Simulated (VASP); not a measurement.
Crystal: Te2Pb.

```
Pb Te
1.0
     2.12700    1.22802    6.26421
    -2.12700    1.22802    6.26421
     0.00000   -2.45604    6.26421
Pb Te
1 2
Cartesian
  0.0000 0.0000 0.0000
  0.0000 0.0000 4.3176
  0.0000 0.0000 14.4750
```

The cell was built by a generator and needn't be a form met in nature.

Base run:

| Item | Value |
| --- | --- |
| Program | VASP 6.6.1 |
| Functional | r2SCAN |
| Potentials or basis | VASP PAW PBE potentials, release 64 (Pb_d, Te) |
| Cutoff | 520 eV |
| k mesh | 6 × 6 × 6 |
| Occupations | fermi-dirac, width 0.02 eV |
| Spin | no spin polarisation |

Its results: band gap on the k mesh none (metal or under the smearing width); pressure 0.9 GPa; largest force 0.007 eV/Å.

Problem. The run is repeated on the same cell with these changes: functional from r2SCAN to HSE06; k mesh from 6 × 6 × 6 to 4 × 4 × 4. What comes out?

Solution. Band gap on the k mesh none (metal or under the smearing width); pressure -0.3 GPa; largest force 0.087 eV/Å.

Several settings changed at once, so the effect can't be laid on one alone.

Caveats: some runs use coarse meshes; the PAW data sets were made with another functional, which shifts forces and pressure a little.

Not every run made on this cell is shown here.
